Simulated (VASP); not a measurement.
Write the native input for VASP 6.6.1 that does the following.

```yaml
Task: single point
Functional: r2SCAN
Potentials_or_basis: VASP PAW PBE potentials, release 64 (Al, B, P)
Cutoff: 520 eV
k_mesh: 10 × 10 × 10
Occupations: gaussian, width 0.1 eV
Spin: no spin polarisation
Further_INCAR_settings: ALGO = Normal; EDIFF = 1e-06; NBANDS = 26
```

The structure of AlB3P4 lies in POSCAR:

```
AlB3P4
1.0
    1.6758400000      0.9675470000     11.3105400000
   -1.6758400000      0.9675470000     11.3105400000
    0.0000000000     -1.9350930000     11.3105400000
Al B P
1 3 4
Direct
    0.0015560000      0.0015560000      0.0015560000
    0.2439270000      0.2439270000      0.2439270000
    0.7572810000      0.7572810000      0.7572810000
    0.5007400000      0.5007400000      0.5007400000
    0.3020680000      0.3020680000      0.3020680000
    0.5588800000      0.5588800000      0.5588800000
    0.0719380000      0.0719380000      0.0719380000
    0.8154400000      0.8154400000      0.8154400000
```

The cell was built by a generator and needn't be a form met in nature.

One way to write it, as run:

INCAR

```
SYSTEM = AlB3P4
ALGO = Normal ; EDIFF = 1E-6
ENCUT = 520 ; ISIF = 2
ISMEAR = 0 ; KPAR = 4
LASPH = .TRUE. ; LCHARG = .FALSE.
LMIXTAU = .TRUE. ; LREAL = .FALSE.
LWAVE = .FALSE. ; METAGGA = R2SCAN
NBANDS = 26 ; NELM = 150
PREC = Accurate ; SIGMA = 0.1
```

KPOINTS

```
k-points
0
G
  10 10 10
  0 0 0
```

Potentials or basis: VASP PAW PBE potentials, release 64 (Al, B, P).

Command:

```sh
$ cat potpaw_PBE.64/Al/POTCAR potpaw_PBE.64/B/POTCAR potpaw_PBE.64/P/POTCAR > POTCAR
$ mpirun -np 4 vasp_std > vasp.out
```

It gave:

```json
{
  "Pressure": "-1.4 GPa",
  "Largest force": "0.360 eV/Å",
  "Band gap on the k mesh": "0.05 eV, indirect (least direct gap 1.51 eV)"
}
```

Caveat: the PAW data sets were made with another functional, which shifts forces and pressure a little.

It took 55 min on 4 MPI ranks on Intel(R) Xeon(R) Platinum 8559C (Emerald Rapids), on a shared host, peak memory 1.7 GiB a rank.
